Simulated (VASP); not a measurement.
Consider the following.

```
CELL_PARAMETERS angstrom
      3.39727     0.00000     0.00000
      0.00000     3.39727     0.00000
      0.00000     0.00000     4.79825
ATOMIC_POSITIONS crystal
  Na 0.50000 0.50000 0.50000
  Bi 0.00000 0.00000 0.00000
```

All values below come from PBEsol GGA, VASP's PBE PAW potentials (set 64) (plane waves; VASP). Settings: 400 eV cut-off, Gaussian smearing of 0.050 eV, potentials Na_pv Bi_d.

Unless said otherwise, spin-orbit coupling is left out, though it shifts the bands of the heavy elements here.

**Question.** What does the run give for the band gap (along the path) with the smallest direct gap where there is one?

**Answer.** 
| Property | Value |
|---|---|
| band gap (along the path) | none (metal, semimetal or under 0.01 eV) |

Only differences to runs with the same potentials and settings are physical.

The structure comes from a computed database's NaBi entry (P4/mmm); how it stands against other phases isn't given here. It was relaxed first.
